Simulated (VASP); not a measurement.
Consider the following.

```
NaH
1.0
    0.00000     2.39280     2.39280
    2.39280     0.00000     2.39280
    2.39280     2.39280     0.00000
Na H
1 1
Direct
  0.00000   0.00000   0.00000
  0.50000   0.50000   0.50000
```

Method: revTPSS meta-GGA, VASP's PBE PAW potentials (set 64) (plane waves; VASP). Settings: 520 eV cut-off, 11×11×11 Γ-centred mesh, tetrahedra with Blöchl corrections, potentials Na_pv H.

Task: Estimate the energy per atom (σ→0), band gap (over mesh and band path) with the smallest direct gap where there is one.

Result: 
| Property | Value |
|---|---|
| band gap (over mesh and band path) | 4.37 eV |
| smallest direct gap (over mesh and band path) | 5.23 eV |
| energy per atom (σ→0) | -3.498 eV/atom |

The absolute energy has meaning only against runs of the same code, potentials and settings.

The compound is NaH in the rock salt structure. It was relaxed first, which changed the volume by -6 %.
